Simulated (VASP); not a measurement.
Wanted: the native input for a VASP 6.6.1 run.

| Quantity | Value |
| --- | --- |
| Task | single point |
| Functional | LDA |
| Potentials or basis | VASP PAW LDA potentials, release 64 (W_sv, I, O) |
| Cutoff | 520 eV |
| k mesh | 6 × 6 × 6 |
| Occupations | gaussian, width 0.1 eV |
| Spin | no spin polarisation |
| Dipole correction | no |
| Further INCAR settings | ALGO = Fast; EDIFF = 1e-07; NBANDS = 28 |

The structure of WI2O2 lies in POSCAR:

```
WI2O2
1.0
   -1.8742000000      1.9524500000      8.3141500000
    1.8742000000     -1.9524500000      8.3141500000
    1.8742000000      1.9524500000     -8.3141500000
W I O
1 2 2
Direct
    0.0000000000      0.0000000000      0.0000000000
    0.1607200000      0.1607200000      0.0000000000
    0.8392800000      0.8392800000      0.0000000000
    0.5000000000      0.0000000000      0.5000000000
    0.0000000000      0.5000000000      0.5000000000
```

One way to write it, as run:

INCAR

```
SYSTEM = WI2O2
ALGO = Fast
EDIFF = 1E-7
ENCUT = 520
ISIF = 2
ISMEAR = 0
LASPH = .True.
LCHARG = .False.
LREAL = .False.
LWAVE = .False.
NBANDS = 28
NELM = 100
PREC = Accurate
SIGMA = 0.1
```

KPOINTS

```
k-points
0
Gamma
  6 6 6
  0 0 0
```

Potentials or basis: VASP PAW LDA potentials, release 64 (W_sv, I, O).

The run is started by

```sh
$ cat potpaw_LDA.64/W_sv/POTCAR potpaw_LDA.64/I/POTCAR potpaw_LDA.64/O/POTCAR > POTCAR
$ mpirun -np 1 vasp_std > vasp.out
```

It gave:

- Pressure: -2.9 GPa
- Largest force: 0.097 eV/Å
- Band gap on the k mesh: none (metal or under the smearing width)

Caveat: the k mesh is coarse (spacing up to 0.39 Å⁻¹), so the values aren't converged.

Wall time 16 min on 1 thread of Intel(R) Xeon(R) Platinum 8488C (Sapphire Rapids) (shared host), peak memory 0.59 GiB.
